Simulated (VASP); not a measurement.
Ta2Bi2O, 10 atoms in the cell. Symmetry: Pn-3m, No. 224, cubic system. Conventional cell: a = 6.044 Å, b = 6.044 Å, c = 6.044 Å, α = 90.00°, β = 90.00°, γ = 90.00°. Ta (site symmetry -3m) is surrounded by 2 O at 2.62 Å. Bi (site symmetry -3m) has 2 O at 2.62 Å as nearest neighbours. O (site symmetry -43m) has 4 Ta at 2.62 Å and 4 Bi at 2.62 Å as nearest neighbours. The cell was built by a generator and needn't be a form met in nature.

* Program: VASP 6.6.1
* Task: relaxation of cell and atoms
* Functional: PBE
* Potentials or basis: VASP PAW PBE potentials, release 64 (Ta_pv, Bi_d, O)
* Cutoff: 520 eV
* k mesh: 3 × 3 × 3
* Occupations: gaussian, width 0.15 eV
* Spin: no spin polarisation
* Further INCAR settings: PREC = Normal; LREAL = Auto; ALGO = Fast; EDIFF = 0.0001; IBRION = 2; EDIFFG = -0.08; NSW = 24; ISIF = 3

Potentials or basis: VASP PAW PBE potentials, release 64 (Ta_pv, Bi_d, O).

Run with:

```console
$ cat potpaw_PBE.64/Ta_pv/POTCAR potpaw_PBE.64/Bi_d/POTCAR potpaw_PBE.64/O/POTCAR > POTCAR
$ mpirun -np 1 vasp_std > vasp.out
```

Hardware: 1 thread of AMD EPYC 7R43 64-Core Processor (Zen 3) (shared host).

Q: How long does it take, and how much memory?

A: Wall time 3.2 min on 1 thread of AMD EPYC 7R43 64-Core Processor (Zen 3), with other jobs on the host, peak memory 0.2 GiB. Counts: scf iterations 40, k points 4, ion steps 3.
